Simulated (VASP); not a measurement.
Output of a VASP run:

File OSZICAR:
```
       N       E                     dE             d eps       ncg     rms          rms(c)
DAV:   1     0.404312303095E+02    0.40431E+02   -0.33695E+03   560   0.730E+02
DAV:   2     0.867583491926E-01   -0.40344E+02   -0.40171E+02   560   0.216E+02
DAV:   3    -0.115684842656E+01   -0.12436E+01   -0.12441E+01   952   0.311E+01
DAV:   4    -0.117000339058E+01   -0.13155E-01   -0.13155E-01   888   0.276E+00
DAV:   5    -0.117005938011E+01   -0.55990E-04   -0.55989E-04  1000   0.134E-01    0.253E+00
DAV:   6    -0.116858710898E+01    0.14723E-02   -0.21156E-03   944   0.377E-01    0.159E+00
DAV:   7    -0.116811831427E+01    0.46879E-03   -0.36546E-03   840   0.435E-01    0.675E-02
DAV:   8    -0.116811951718E+01   -0.12029E-05   -0.29585E-04   920   0.215E-01    0.209E-02
DAV:   9    -0.116812704063E+01   -0.75235E-05   -0.10178E-05   888   0.359E-02    0.104E-02
DAV:  10    -0.116812648415E+01    0.55648E-06   -0.45439E-06   864   0.217E-02
   1 F= -.11681265E+01 E0= -.11678840E+01  d E =-.116813E+01
```

**OUTCAR**
```
------------------------ aborting loop because EDIFF is reached ----------------------------------------
  FORCE on cell =-STRESS in cart. coord.  units (eV):
  Direction    XX          YY          ZZ          XY          YZ          ZX
  --------------------------------------------------------------------------------------
  Total       -0.0054762     -0.0054762     -0.0054762     -0.0000000     -0.0000000      0.0000000
  in kB       -0.1369490     -0.1369490     -0.1369490     -0.0000000     -0.0000000      0.0000000
  external PRESSURE =      -0.1369490 kB  Pullay stress =       0.0000000 kB
  volume of cell :       64.07
      direct lattice vectors                 reciprocal lattice vectors
    -2.520713719  2.520713719  2.520713719     0.000000000  0.198356520  0.198356520
     2.520713719 -2.520713719  2.520713719     0.198356520  0.000000000  0.198356520
     2.520713719  2.520713719 -2.520713719     0.198356520  0.198356520  0.000000000
 POSITION                                       TOTAL-FORCE (eV/Angst)
 -----------------------------------------------------------------------------------
      0.00000      0.00000      0.00000         0.000000      0.000000      0.000000
 -----------------------------------------------------------------------------------
    total drift:                                0.000000     -0.000000      0.000000
  FREE ENERGIE OF THE ION-ELECTRON SYSTEM (eV)
  ---------------------------------------------------
  free  energy   TOTEN  =        -1.1681264842 eV

  energy  without entropy=       -1.1673991420  energy(sigma->0) =       -1.16788404

 reached required accuracy - stopping structural energy minimisation
```
(Selected blocks of OUTCAR.)

**POSCAR**
```
K
1
   -2.5207137189     2.5207137189     2.5207137189
    2.5207137189    -2.5207137189     2.5207137189
    2.5207137189     2.5207137189    -2.5207137189
K
1
Direct
  0.0000000000   0.0000000000   0.0000000000
```

Question: Write an INCAR and KPOINTS that could have produced this output.

Answer: Several could match; the one computed here: the input of the run itself, LDA (Ceperley-Alder, Perdew-Zunger), plane waves, VASP's LDA PAW potentials (set 64).

### INCAR
```
SYSTEM=K
PREC=Accurate; ENCUT=400; LREAL=.FALSE.
LASPH=.TRUE.
EDIFF=1E-6; NELM=100; ALGO=Normal
ISMEAR=1; SIGMA=0.1
IBRION=2; NSW=60; ISIF=3
EDIFFG=-0.01
LWAVE=.FALSE.; LCHARG=.FALSE.
```

### KPOINTS
```
Automatic mesh
0
Gamma
9 9 9
0 0 0
```

POTCAR, in this order: K_sv (LDA.64 set). Program: vasp_std.

The compound is K in the bcc structure. It was relaxed first, which changed the volume by -13 %. The start is the result of an earlier pass.
